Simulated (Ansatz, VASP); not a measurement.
**Two plane-wave programs on Al3GaSb4**

File INCAR:

```
SYSTEM = Al3GaSb4
ALGO = Normal ; EDIFF = 1E-6
ENCUT = 520 ; GGA = PE
ISIF = 2 ; ISMEAR = 0
LASPH = .TRUE. ; LCHARG = .TRUE.
LELF = .TRUE. ; LREAL = .FALSE.
LVHAR = .TRUE. ; LWAVE = .FALSE.
NBANDS = 31 ; NELM = 100
PREC = Accurate ; SIGMA = 0.1
```

File KPOINTS:

```
k-points
0
G
  6 6 2
  0 0 0
```

File POSCAR:

```
Al3GaSb4
1.0
    4.3867066000      0.0000000000      0.0000000000
   -2.1933533000      3.7989993000      0.0000000000
    0.0000000000      0.0000000000     14.4492741000
Al Ga Sb
3 1 4
Direct
    0.0000000000      0.0000000000      0.2501910000
    0.6666667000      0.3333333000      0.9998790000
    0.6666667000      0.3333333000      0.5002530000
    0.0000000000      0.0000000000      0.7505670000
    0.0000000000      0.0000000000      0.4373300000
    0.0000000000      0.0000000000      0.9373120000
    0.6666667000      0.3333333000      0.1871380000
    0.6666667000      0.3333333000      0.6875300000
```

Input for Ansatz:

```yaml
crystal:
  lattice:
    - [4.3867066, 0.0, 0.0]
    - [-2.1933533, 3.7989993, 0.0]
    - [0.0, 0.0, 14.4492741]
  atoms:
    - { symbol: Al, position: [0.0, 0.0, 0.250191] }
    - { symbol: Al, position: [0.6666667, 0.3333333, 0.999879] }
    - { symbol: Al, position: [0.6666667, 0.3333333, 0.500253] }
    - { symbol: Ga, position: [0.0, 0.0, 0.750567] }
    - { symbol: Sb, position: [0.0, 0.0, 0.43733] }
    - { symbol: Sb, position: [0.0, 0.0, 0.937312] }
    - { symbol: Sb, position: [0.6666667, 0.3333333, 0.187138] }
    - { symbol: Sb, position: [0.6666667, 0.3333333, 0.68753] }
basis:
  ecutwfc: 420
kpoints:
  mp_grid: { grid: [6, 6, 2] }
hamiltonian:
  xc: pbe
scf:
  occupations: { method: gaussian, width: 0.1 }
  lower_state_search: "off"
output:
  forces: true
  stress: true
  eigenvalues: true
```

Alike in both runs: task single point; functional PBE; k mesh 6 × 6 × 2; occupations gaussian, width 0.1 eV; no spin polarisation.

```csv
,VASP,Ansatz
version,VASP 6.6.1,Ansatz 0.2.0
potentials or method,"VASP PAW PBE potentials, release 64 (Al, Ga_d, Sb)","scalar-relativistic, plane waves, PAW"
plane-wave cutoff (eV),520,420
valence electrons in the cell,42,82
```

|  | VASP | Ansatz | Ansatz less VASP |
| --- | --- | --- | --- |
| gap on the k mesh at the Fermi level (eV) | 0.38 | 0.39 | +0.004 |
| least direct gap on the mesh (eV) | 0.38 | 0.39 | +0.004 |
| pressure (GPa) | 0.1 | 0.0 | -0.15 |
| largest component of the traceless stress (GPa) | 0.09 | 0.09 | -0.002 |

The functional is the same, so the differences come from potentials, cutoffs and numerics. The two sets of potentials don't hold the same shells in valence.

Caveats: spin-orbit coupling is left out, which moves the levels of the heavy elements.
